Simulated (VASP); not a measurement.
Here is the system:

```yaml
crystal:
  lattice:
    - [1.32556, -2.29593, 0.00000]
    - [1.32556, 2.29593, 0.00000]
    - [0.00000, 0.00000, 4.82173]
  atoms:
    - { symbol: Zn, position: [0.33333, 0.66667, 0.25000] }
    - { symbol: Zn, position: [0.66667, 0.33333, 0.75000] }
```

Calculation: optB86b-vdW, VASP's PBE PAW potentials (set 64) (plane waves; VASP 6.6.1). Run with 520 eV cut-off, Gaussian smearing of 0.050 eV, potentials Zn.

Task: Give the energies of bands 11 to 15 at the high-symmetry points, in eV from the Fermi level.

Result: 
```json
[
 {"band": "11", "Γ": "-7.21", "M": "-3.01", "K": "-0.15", "A": "-7.31", "L": "-1.99", "H": "0.83"},
 {"band": "12", "Γ": "-3.68", "M": "-2.32", "K": "-0.15", "A": "-7.31", "L": "-1.99", "H": "0.83"},
 {"band": "13", "Γ": "-2.84", "M": "2.80", "K": "0.02", "A": "5.09", "L": "0.07", "H": "1.79"},
 {"band": "14", "Γ": "14.59", "M": "3.57", "K": "5.16", "A": "5.09", "L": "0.07", "H": "1.79"},
 {"band": "15", "Γ": "17.37", "M": "4.33", "K": "6.29", "A": "18.73", "L": "10.60", "H": "2.10"}
]
```

It has no gap at this level: it comes out as a metal or semimetal.

The compound is Zn in the hcp structure. It was relaxed first.
